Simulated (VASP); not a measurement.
Here is a VASP 6.6.1 calculation.

Contents of INCAR:

```
PREC = Accurate ; ENCUT = 520
EDIFF = 1E-7 ; ISMEAR = 1
SIGMA = 0.2 ; LREAL = F
LASPH = T ; NELM = 120
ALGO = Normal ; ISIF = 3
LWAVE = F ; LCHARG = F
ISPIN = 2 ; MAGMOM = 0.8
LORBIT = 11 ; LMAXMIX = 4
GGA = PE ; IBRION = 2
NSW = 80 ; EDIFFG = -0.002
```

Contents of KPOINTS:

```
Automatic mesh
0
Gamma
  20 20 20
```

Contents of POSCAR:

```
Ni
1.0
    0.0000000000      1.7619350000      1.7619350000
    1.7619350000      0.0000000000      1.7619350000
    1.7619350000      1.7619350000      0.0000000000
Ni
1
Direct
    0.0000000000      0.0000000000      0.0000000000
```

Potentials or basis: VASP PAW PBE potentials, release 64 (Ni).

Run with:

```sh
$ cat potpaw_PBE.64/Ni/POTCAR > POTCAR
$ mpirun -np 1 vasp_std > vasp.out
```

(1) What does it give for the band gap on the k mesh?

(2) Predict the relaxed cell.

(3) Estimate the relaxed volume.

## Answers

(1) none (metal or under the smearing width).

(2) a = 2.487 Å, b = 2.487 Å, c = 2.487 Å, α = 60.00°, β = 60.00°, γ = 60.00°.

(3) 10.88 Å³/atom.
